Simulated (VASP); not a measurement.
The system is BeCdO2.

```
CELL_PARAMETERS angstrom
3.12780 0.00000 0.00000
0.00000 3.12780 0.00000
0.00000 0.00000 6.16073
ATOMIC_POSITIONS crystal
Be 0.00000 0.00000 0.50000
Cd 0.00000 0.00000 0.00000
O 0.50000 0.00000 0.00000
O 0.00000 0.50000 0.00000
```

The cell was built by a generator and needn't be a form met in nature.

| Quantity | Value |
| --- | --- |
| Program | VASP 6.6.1 |
| Task | relaxation of cell and atoms |
| Functional | PBE |
| Potentials or basis | VASP PAW PBE potentials, release 64 (Be, Cd, O) |
| Cutoff | 520 eV |
| k mesh | 5 × 5 × 3 |
| Occupations | gaussian, width 0.15 eV |
| Spin | no spin polarisation |

At the start: pressure 133.7 GPa; volume 15.07 Å³/atom.

Question: Where does the relaxation end?

Answer: Over 17 steps the energy falls by 3678.1 meV/atom and the volume is 19.03 Å³/atom (+26.3 %); space group P4/mmm (No. 123, to 0.05 Å).

Step by step:
```tsv
step	energy change (eV)	largest force (eV/Å)	pressure (GPa)	volume (Å³)
1	0.0000	0.0000	133.74	60.27
2	19.1493	0.0000	-57.73	221.47
3	-8.7025	0.0000	-17.28	121.88
4	-13.6708	0.0000	-10.02	108.55
5	-14.1441	0.0000	-2.26	98.09
6	-14.1492	0.0000	-1.24	96.93
7	-14.2027	0.0000	-1.31	94.73
8	-14.3721	0.0000	-0.07	88.11
9	-14.6646	0.0000	3.73	74.71
10	-14.5979	0.0000	6.95	70.76
11	-14.6641	0.0000	4.69	74.07
12	-14.6844	0.0000	3.66	73.85
13	-14.6862	0.0000	3.33	73.79
14	-14.6852	0.0000	2.91	73.67
15	-14.6866	0.0000	3.20	73.74
16	-14.6978	0.0000	2.29	74.44
17	-14.7124	0.0000	0.49	76.13
```

Final structure:
```xyz
4
Lattice="4.0410 0.0000 0.0000 0.0000 4.0410 0.0000 0.0000 0.0000 4.6623" Properties=species:S:1:pos:R:3 pbc="T T T"
Be    0.0000    0.0000    2.3311
Cd    0.0000    0.0000    0.0000
O     2.0205    0.0000    0.0000
O     0.0000    2.0205    0.0000
```

Caveat: the k mesh is coarse (spacing up to 0.40 Å⁻¹), so the values aren't converged; the volume moved by over 15 % at a fixed basis, so the end points are rough.
